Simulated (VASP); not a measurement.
An input for Ansatz (written as the equivalent of a VASP run, and not itself run):

Ansatz 0.2 input:
```yaml
crystal:
  lattice:
    - [2.3469950, 1.3550380, 7.2169360]
    - [-2.3469950, 1.3550380, 7.2169360]
    - [0.0000000, -2.7100770, 7.2169360]
  atoms:
    - { symbol: F, position: [0.3333000, 0.1667000, 0.7500000] }
    - { symbol: F, position: [0.7500000, 0.3333000, 0.1667000] }
    - { symbol: F, position: [0.1667000, 0.7500000, 0.3333000] }
    - { symbol: F, position: [0.6667000, 0.8333000, 0.2500000] }
    - { symbol: F, position: [0.2500000, 0.6667000, 0.8333000] }
    - { symbol: F, position: [0.8333000, 0.2500000, 0.6667000] }
    - { symbol: In, position: [0.5000000, 0.5000000, 0.5000000] }
    - { symbol: In, position: [0.0000000, 0.0000000, 0.0000000] }
kpoints:
  mp_grid: { grid: [5, 5, 5] }
hamiltonian:
  xc: lda
  pseudopotentials: { kind: paw }
scf:
  occupations: { method: fermi_dirac, width: 0.1 }
  max_iter: 100
output: { forces: true, stress: true, eigenvalues: true }
```

### Question
Write the VASP files for the same calculation (LDA).

### Answer
Several could match; the one computed here: 
**INCAR**
```
ALGO=Normal
EDIFF=1E-6
ENCUT=400
ISIF=2
ISMEAR=-1
LASPH=T
LCHARG=F
LMAXMIX=4
LREAL=F
LWAVE=F
NELM=100
PREC=Accurate
SIGMA=0.1
SYSTEM=InF3
```

File POSCAR:
```
InF3
1
    2.3469950000     1.3550380000     7.2169360000
   -2.3469950000     1.3550380000     7.2169360000
    0.0000000000    -2.7100770000     7.2169360000
F In
6 2
Direct
  0.3333000000   0.1667000000   0.7500000000
  0.7500000000   0.3333000000   0.1667000000
  0.1667000000   0.7500000000   0.3333000000
  0.6667000000   0.8333000000   0.2500000000
  0.2500000000   0.6667000000   0.8333000000
  0.8333000000   0.2500000000   0.6667000000
  0.5000000000   0.5000000000   0.5000000000
  0.0000000000   0.0000000000   0.0000000000
```

**KPOINTS**
```
Automatic mesh
0
Gamma
5 5 5
0 0 0
```

POTCAR, in this order: F In_d (LDA.64 set). Program: vasp_std.

The two are equivalent in intent, not identical: each code has its own PAW files, so the cut-off isn't converted (ENCUT is set for VASP's; basis.ecutwfc is left out, and Ansatz then takes the one that its files recommend); Ansatz stops its SCF on the density residual and VASP on the energy change (EDIFF); Ansatz's lda is the Perdew-Wang form, while the LDA potentials of VASP carry Perdew-Zunger's.

The structure comes from a measured InF3 entry of the Crystallography Open Database, whose conditions weren't checked. The cell was not relaxed at this level. The k-mesh is coarse (spacing up to 0.31 per Å, 2π included), so the numbers may not be converged in it. The run is one of a series of settings (GGA removed, POTCAR F In_d (LDA.64 set) against the base run), some of them coarse on purpose.
